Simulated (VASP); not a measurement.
# NaP4Au (P1) in VASP: single point with r2SCAN

Aim: the single point of NaP4Au with r2SCAN.

Program: VASP 6.6.1. These are calculated values, not measurements. Logs are shortened: lines on timing, memory, paths and dates and some standing lists are left out, and cuts for length are marked.

## 1. The structure

The typed cell holds 12 atoms: a = 6.453 Å, b = 6.101 Å, c = 7.384 Å, α = 64.33°, β = 60.19°, γ = 86.02°.

The cell was built by a generator and needn't be a form met in nature.

## 2. Single point, r2SCAN

Input file POSCAR:

```
NaP4Au
1.0
    0.2184280400      6.4483480200     -0.1289337200
    6.0968172500      0.2184280400      0.0429315900
    3.1176984800      3.4532925200     -5.7342610700
P Na Au
8 2 2
Direct
    0.8064420000      0.3146630000      0.7301810000
    0.3148920000      0.4644990000      0.7279720000
    0.4527130000      0.9607210000      0.7270990000
    0.9469980000      0.8196150000      0.7274100000
    0.6927020000      0.5408770000      0.2753740000
    0.1879190000      0.6923590000      0.2546380000
    0.0375700000      0.1957210000      0.2711380000
    0.5458090000      0.0378420000      0.2703570000
    0.2496150000      0.2611650000      0.4971190000
    0.7535000000      0.7620110000      0.5034530000
    0.4927300000      0.9893150000      0.0120700000
    0.9966750000      0.4992250000      0.0058940000
```

Input file INCAR.step1:

```
SYSTEM = NaP4Au
ALGO     = Normal         ! electronic algorithm
EDIFF    = 1E-4           ! SCF threshold, eV
ENCUT    = 520            ! plane-wave cutoff, eV
GGA      = PE             ! functional
ISMEAR   = -1             ! smearing method
LASPH    = .TRUE.         ! aspherical terms in the spheres
LCHARG   = .FALSE.        ! write CHGCAR
LREAL    = .FALSE.        ! projectors in reciprocal space
LWAVE    = .TRUE.         ! write WAVECAR
NBANDS   = 50             ! bands
NELM     = 100            ! most SCF steps
PREC     = Accurate       ! precision mode
SIGMA    = 0.1            ! smearing width, eV
```

Input file INCAR.step2:

```
SYSTEM = NaP4Au
ALGO     = Normal         ! electronic algorithm
EDIFF    = 1E-7           ! SCF threshold, eV
ENCUT    = 520            ! plane-wave cutoff, eV
ISIF     = 2              ! what is computed and relaxed
ISMEAR   = -1             ! smearing method
ISTART   = 1            
LASPH    = .TRUE.         ! aspherical terms in the spheres
LCHARG   = .FALSE.        ! write CHGCAR
LMIXTAU  = .TRUE.       
LREAL    = .FALSE.        ! projectors in reciprocal space
LWAVE    = .FALSE.        ! write WAVECAR
METAGGA  = R2SCAN         ! meta-GGA
NBANDS   = 50             ! bands
NELM     = 100            ! most SCF steps
PREC     = Accurate       ! precision mode
SIGMA    = 0.1            ! smearing width, eV
```

Input file KPOINTS:

```
Automatic mesh
0
Gamma
  3 4 3
  0 0.5 0.5
```

Potentials or basis: VASP PAW PBE potentials, release 64 (P, Na_pv, Au).

Launch:

```
$ cat potpaw_PBE.64/P/POTCAR potpaw_PBE.64/Na_pv/POTCAR potpaw_PBE.64/Au/POTCAR > POTCAR
$ cp INCAR.step1 INCAR
$ mpirun -np 1 vasp_std > vasp.out
$ cp INCAR.step2 INCAR
$ mpirun -np 1 vasp_std > vasp.out
```

OUTCAR:

```text
SYSTEM = NaP4Au
   EDIFF = 1E-7
   ENCUT = 520
   ISIF = 2
   ISMEAR = -1
   ISTART = 1
   LASPH = .TRUE.
   LREAL = .FALSE.
   METAGGA = R2SCAN
   NELM = 100
   PREC = Accurate

 ion  position               nearest neighbor table
   1  0.806  0.315  0.730-  11 2.27   9 2.59  10 2.62
   2  0.315  0.464  0.728-  12 2.14   9 2.69  10 2.74   5 2.84
   3  0.453  0.961  0.727-  11 2.32  10 2.49   9 2.67   8 2.93
   4  0.947  0.820  0.727-  12 2.29  10 2.65   9 2.72   7 2.91  11 3.07
   5  0.693  0.541  0.275-  12 2.09   9 2.72  10 2.74   2 2.84   7 2.95  11 3.21
   6  0.188  0.692  0.255-  11 2.13   9 2.60  10 2.61  12 3.26
   7  0.038  0.196  0.271-  12 2.15  10 2.63   9 2.78   4 2.91   5 2.95  11 3.14
   8  0.546  0.038  0.270-  11 2.24   9 2.60  10 2.66   3 2.93
   9  0.250  0.261  0.497-   1 2.59   8 2.60   6 2.60   3 2.67   2 2.69   5 2.72   4 2.72   7 2.78

  10  0.754  0.762  0.503-   3 2.49   6 2.61   1 2.62   7 2.63   4 2.65   8 2.66   2 2.74   5 2.74

  11  0.493  0.989  0.012-   6 2.13   8 2.24   1 2.27   3 2.32   4 3.07   7 3.14   5 3.21
  12  0.997  0.499  0.006-   5 2.09   2 2.14   7 2.15   4 2.29   6 3.26

  LATTYP: Found a triclinic cell.
 ALAT       =     6.4533345566
 B/A-ratio  =     1.3275615917
 C/A-ratio  =     1.1222859229
 COS(alpha) =     0.0040707450
 COS(beta)  =     0.4427181218
 COS(gamma) =     0.7037973660

  Lattice vectors:

 A1 = (   0.2184280400,   6.4483480200,  -0.1289337200)
 A2 = (  -5.8783892100,   6.2299199800,  -0.1718653100)
 A3 = (   3.1975468100,   3.2134835400,   5.6482589400)

Analysis of symmetry for initial positions (statically):
=====================================================================
 Subroutine PRICEL returns:
 Original cell was already a primitive cell.

 Routine SETGRP: Setting up the symmetry group for a
 triclinic supercell.

 Subroutine GETGRP returns: Found  1 space group operations
 (whereof  1 operations were pure point group operations)
 out of a pool of  2 trial point group operations.

The static configuration has the point symmetry C_1 .

Analysis of symmetry for dynamics (positions and initial velocities):
=====================================================================
 Subroutine PRICEL returns:
 Original cell was already a primitive cell.

 Routine SETGRP: Setting up the symmetry group for a
 triclinic supercell.

 Subroutine GETGRP returns: Found  1 space group operations
 (whereof  1 operations were pure point group operations)
 out of a pool of  2 trial point group operations.

The dynamic configuration has the point symmetry C_1 .

 Subroutine INISYM returns: Found  1 space group operations
 (whereof  1 operations are pure point group operations),
 and found     1 'primitive' translations

----------------------------------------------------------------------------------------

                                     Primitive cell

  volume of cell :     223.3694

  direct lattice vectors                    reciprocal lattice vectors
     0.218428040  6.448348020 -0.128933720    -0.006271132  0.157114596  0.091208118
     6.096817250  0.218428040  0.042931590     0.163546434 -0.003807805  0.086626507
     3.117698480  3.453292520 -5.734261070     0.001365454 -0.003561199 -0.175792622

  length of vectors
     6.453334557  6.100879814  7.384241536     0.181778008  0.185111013  0.175833991

  position of ions in fractional coordinates (direct lattice)
     0.806442000  0.314663000  0.730181000
     0.314892000  0.464499000  0.727972000
     0.452713000  0.960721000  0.727099000
     0.946998000  0.819615000  0.727410000
     0.692702000  0.540877000  0.275374000
     0.187919000  0.692359000  0.254638000
     0.037570000  0.195721000  0.271138000
     0.545809000  0.037842000  0.270357000
     0.249615000  0.261165000  0.497119000
     0.753500000  0.762011000  0.503453000
     0.492730000  0.989315000  0.012070000
     0.996675000  0.499225000  0.005894000

  ion indices of the primitive-cell ions
   primitive index   ion index
                 1           1
                 2           2
                 3           3
                 4           4
                 5           5
                 6           6
                 7           7
                 8           8
                 9           9
                10          10
                11          11
                12          12

----------------------------------------------------------------------------------------

 KPOINTS: Automatic mesh

Automatic generation of k-mesh.
 Grid dimensions read from file:
 generate k-points for:    3    4    3

 Generating k-lattice:

  Cartesian coordinates                     Fractional coordinates (reciprocal lattice)
    -0.002090377  0.052371532  0.030402706     0.333333333 -0.000000000  0.000000000
     0.040886608 -0.000951951  0.021656627    -0.000000000  0.250000000 -0.000000000
     0.000455151 -0.001187066 -0.058597541    -0.000000000  0.000000000  0.333333333

  Length of vectors
     0.060592669  0.046277753  0.058611330

  Shift w.r.t. Gamma in fractional coordinates (k-lattice)
     0.000000000  0.500000000  0.500000000

 Subroutine IBZKPT returns following result:
 ===========================================

 Found     18 irreducible k-points:

 Following reciprocal coordinates:
            Coordinates               Weight
  0.000000  0.125000  0.166667      2.000000
  0.333333  0.125000  0.166667      2.000000
 -0.333333  0.125000  0.166667      2.000000
 -0.000000  0.375000  0.166667      2.000000
  0.333333  0.375000  0.166667      2.000000
 -0.333333  0.375000  0.166667      2.000000
[... 10 lines left out ...]
  0.333333  0.375000  0.500000      2.000000
 -0.333333  0.375000  0.500000      2.000000
   k-points           NKPTS =     18   k-points in BZ     NKDIM =     18   number of bands    NBANDS=     50
   number of dos      NEDOS =    301   number of ions     NIONS =     12
   total plane-waves  NPLWV = 129024
   dimension x,y,z NGX =    48 NGY =   48 NGZ =   56
   dimension x,y,z NGXF=    96 NGYF=   96 NGZF=  112
   ions per type =               8   2   2
   NGX,Y,Z   is equivalent  to a cutoff of  12.37, 13.08, 12.61 a.u.
   NGXF,Y,Z  is equivalent  to a cutoff of  24.73, 26.16, 25.22 a.u.
 SYSTEM =  NaP4Au
   PREC   = accura    normal or accurate (medium, high low for compatibility)
   ISTART =      1    job   : 0-new  1-cont  2-samecut
   ICHARG =      0    charge: 1-file 2-atom 10-const
   ISPIN  =      1    spin polarized calculation?
   LNONCOLLINEAR =      F non collinear calculations
   LSORBIT =      F    spin-orbit coupling
   LASPH  =      T    aspherical Exc in radial PAW
   ENCUT  =  520.0 eV  38.22 Ry    6.18 a.u.  12.00 11.34 13.73*2*pi/ulx,y,z
   NELM   =    100;   NELMIN=  2; NELMDL=  0     # of ELM steps
   EDIFF  = 0.1E-06   stopping-criterion for ELM
   LREAL  =      F    real-space projection
   EDIFFG = 0.1E-05   stopping-criterion for IOM
   NSW    =      0    number of steps for IOM
   IBRION =     -1    ionic relax: 0-MD 1-quasi-New 2-CG
   NFREE  =      0    steps in history (QN), initial steepest desc. (CG)
   ISIF   =      2    stress and relaxation
   ISYM   =      2    0-nonsym 1-usesym 2-fastsym
   POTIM  = 0.5000    time-step for ionic-motion
   TEBEG  =    0.0;   TEEND  =   0.0 temperature during run
   PSTRESS=    0.0 pullay stress
   NELECT =      76.0000    total number of electrons
   NUPDOWN=      -1.0000    fix difference up-down
   EMIN   =  10.00;   EMAX   =-10.00  energy-range for DOS
   EFERMI =   0.00;   METHOD = LEGACY
   ISMEAR =    -1;   SIGMA  =   0.10  broadening in eV -4-tet -1-fermi 0-gaus
   EFERMI_NEDOS =   21; number of points for ismear=-14 and -15
   IALGO  =     38    algorithm
   IMIX   =      4    mixing-type and parameters
     AMIX     =   0.40;   BMIX     =  1.00
     AMIX_MAG =   1.60;   BMIX_MAG =  1.00
  volume/ion in A,a.u.               =      18.61       125.61
  Fermi-wavevector in a.u.,A,eV,Ry     =   1.142891  2.159751 17.771928  1.306200
  Thomas-Fermi vector in A             =   2.279588
   LORBIT       =      0    0 simple, 1 ext, 2 COOP (PROOUT), +10 PAW based schemes
   METAGGA = R2SCAN    functional components
   LHFCALC =     F    Hartree Fock is set to
   AEXX    =    0.0000 exact exchange contribution
   IVDW    =     0    specifies the selected vdW correction
   LEPSILON=     F    determine dielectric tensor
   LRPA    =     F    only Hartree local field effects (RPA)
 non-spin polarized calculation
  energy-cutoff  :      520.00
  volume of cell :      223.37
 maximum number of plane-waves:      6029
   NGX = 23   NGY = 23   NGZ = 27

 number of electron      75.9999999 magnetization

 Free energy of the ion-electron system (eV)
  ---------------------------------------------------
  ext. energy  EPLUGINS =         0.00000000
  ---------------------------------------------------
  free energy    TOTEN  =      -167.68140466 eV

  energy without entropy =     -167.50592960  energy(sigma->0) =     -167.59366713

 E-fermi :   5.7352     XC(G=0): -10.7507

 val. band max:        5.7083451828   @ k =  -0.3333   0.1250   0.1667
 cond. band min:       5.7705905506   @ k =   0.3333   0.1250   0.5000
 fundamental gap:      0.0622453678
 Fermi energy:         5.7351673237

 k-point     1 :       0.0000    0.1250    0.1667
  band No.  band energies     occupation
      1     -18.1576      2.00000
      2     -18.1277      2.00000
      3     -18.1230      2.00000
      4     -18.0989      2.00000
      5     -18.0902      2.00000
      6     -18.0609      2.00000
[... 42 lines left out ...]
     49      10.5485      0.00000
     50      10.8447      0.00000
[... 899 lines left out ...]
     49      10.8706      0.00000
     50      11.2399      0.00000

------------------------ aborting loop because EDIFF is reached ----------------------------------------

  FORCE on cell =-STRESS in cart. coord.  units (eV):
  Direction    XX          YY          ZZ          XY          YZ          ZX
  --------------------------------------------------------------------------------------
  -------------------------------------------------------------------------------------
  Total       13.8713367     19.2230301     33.0364782     -3.8559320      5.2161824     -1.9146538
  in kB       99.4959173    137.8823873    236.9630830    -27.6577162     37.4144803    -13.7333727
  external PRESSURE =     158.1137958 kB  Pullay stress =       0.0000000 kB

 VOLUME and BASIS-vectors are now :
 -----------------------------------------------------------------------------
  energy-cutoff  :      520.00
  volume of cell :      223.37
      direct lattice vectors                 reciprocal lattice vectors
     0.218428040  6.448348020 -0.128933720    -0.006271132  0.157114596  0.091208118
     6.096817250  0.218428040  0.042931590     0.163546434 -0.003807805  0.086626507
     3.117698480  3.453292520 -5.734261070     0.001365454 -0.003561199 -0.175792622

 POSITION                                       TOTAL-FORCE (eV/Angst)
 -----------------------------------------------------------------------------------
      4.37108      7.79048     -4.27752         0.318898      0.234353      0.938504
      5.17034      4.64589     -4.19504        -1.460983      2.081246      2.899036
      8.22310      5.63998     -4.18650         0.592893     -0.617100      0.329362
      7.47174      8.79756     -4.25807         0.476975     -0.557220      1.133179
      4.30747      5.53587     -1.64516         2.583586     -2.370675     -3.708434
      5.05612      2.24234     -1.45467        -1.492805     -1.955528     -1.930413
      2.04681      1.22133     -1.55122        -1.059186      1.917236     -2.601873
      1.19283      4.46145     -1.61905        -0.015491      0.860645     -1.063583
      3.19667      3.38335     -2.87158        -0.155985      0.074432     -0.017715
      6.38004      6.76385     -2.95137        -0.605382     -0.088191      0.248522
      6.17693      3.43507     -0.09027         0.600148      0.830832      1.562300
      3.27976      6.55631     -0.14087         0.217331     -0.410030      2.211114
 -----------------------------------------------------------------------------------
    total drift:                               -0.014852     -0.015541      0.016106

  FREE ENERGIE OF THE ION-ELECTRON SYSTEM (eV)
  ---------------------------------------------------
  free  energy   TOTEN  =      -167.6814046600 eV

  energy  without entropy=     -167.5059296021  energy(sigma->0) =     -167.59366713
```

Wall time 6.6 min (1 thread of Intel Xeon 6975P-C (Granite Rapids), shared host); peak memory 0.46 GiB.

Results:

```
Free energy            : -167.6814 eV
Pressure               : 15.8 GPa
Largest force          : 5.104 eV/Å
Band gap on the k mesh : none (metal or under the smearing width)
```

Forces in eV/Å, atoms in the order of the input:
```
P    0.319  0.234  0.939
P   -1.461  2.081  2.899
P    0.593 -0.617  0.329
P    0.477 -0.557  1.133
P    2.584 -2.371 -3.708
P   -1.493 -1.956 -1.930
P   -1.059  1.917 -2.602
P   -0.015  0.861 -1.064
Na  -0.156  0.074 -0.018
Na  -0.605 -0.088  0.249
Au   0.600  0.831  1.562
Au   0.217 -0.410  2.211
```

Stress tensor (GPa, compression positive):
```
 9.95 -2.77 -1.37
-2.77 13.79  3.74
-1.37  3.74 23.70
```

Levels at points of the mesh, in eV from the Fermi level:
| k point | band 36 | band 37 | band 38 | band 39 | band 40 | band 41 |
| --- | --- | --- | --- | --- | --- | --- |
| (0.00, 0.12, 0.17) | -0.37 | -0.06 | 0.20 | 0.47 | 0.91 | 1.08 |

Caveat: the k mesh is coarse (spacing up to 0.38 Å⁻¹), so the values aren't converged; so large a pressure means that the cell lies far from this level's equilibrium, or that cutoff or potentials fall short; the potentials were made for another functional, which shifts forces and pressure. Spin-orbit coupling is left out, which matters for the levels of Au.
